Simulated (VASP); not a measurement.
OSZICAR of a VASP run on BaZrO3 (cubic perovskite):

**OSZICAR**
```
       N       E                     dE             d eps       ncg     rms          rms(c)
DAV:   1     0.329573810595E+03    0.32957E+03   -0.22494E+04   480   0.164E+03
DAV:   2    -0.269114886247E+02   -0.35649E+03   -0.35296E+03   640   0.390E+02
DAV:   3    -0.471115706170E+02   -0.20200E+02   -0.20184E+02   792   0.923E+01
DAV:   4    -0.475154205293E+02   -0.40385E+00   -0.40379E+00   680   0.107E+01
DAV:   5    -0.475304378502E+02   -0.15017E-01   -0.15017E-01   704   0.139E+00    0.290E+01
DAV:   6    -0.399081530584E+02    0.76223E+01   -0.47379E+01   576   0.443E+01    0.128E+01
DAV:   7    -0.399477718091E+02   -0.39619E-01   -0.35486E+00   728   0.107E+01    0.734E+00
DAV:   8    -0.399574485874E+02   -0.96768E-02   -0.36443E-01   640   0.476E+00    0.760E-01
DAV:   9    -0.399581651947E+02   -0.71661E-03   -0.62469E-02   656   0.150E+00    0.460E-01
DAV:  10    -0.399613918762E+02   -0.32267E-02   -0.19264E-02   656   0.123E+00    0.280E-01
DAV:  11    -0.399609244174E+02    0.46746E-03   -0.26576E-03   656   0.442E-01    0.458E-02
DAV:  12    -0.399610401286E+02   -0.11571E-03   -0.28853E-04   584   0.132E-01    0.405E-02
DAV:  13    -0.399610515163E+02   -0.11388E-04   -0.55846E-05   768   0.532E-02    0.885E-03
DAV:  14    -0.399610526935E+02   -0.11772E-05   -0.55538E-06   592   0.188E-02    0.808E-03
DAV:  15    -0.399610527206E+02   -0.27155E-07   -0.22628E-06   672   0.119E-02    0.115E-03
DAV:  16    -0.399610528042E+02   -0.83572E-07   -0.14497E-07   544   0.293E-03
   1 F= -.39961053E+02 E0= -.39961053E+02  d E =-.171815E-24
```

Problem. Which electronic solver shows in the log?

Solution. It is blocked Davidson (ALGO = Normal, or the opening steps of other solvers). The INCAR had ALGO = Normal.

Problem. Can the final energy be trusted as converged?

Solution. The run converged. It stopped with EDIFF = 1E-7, NELM = 100 (revPBE GGA, plane waves, VASP's PBE PAW potentials (set 64)).

The compound is BaZrO3 in the cubic perovskite structure. This cell is one point of a volume scan, at 0.97 of the reference volume.
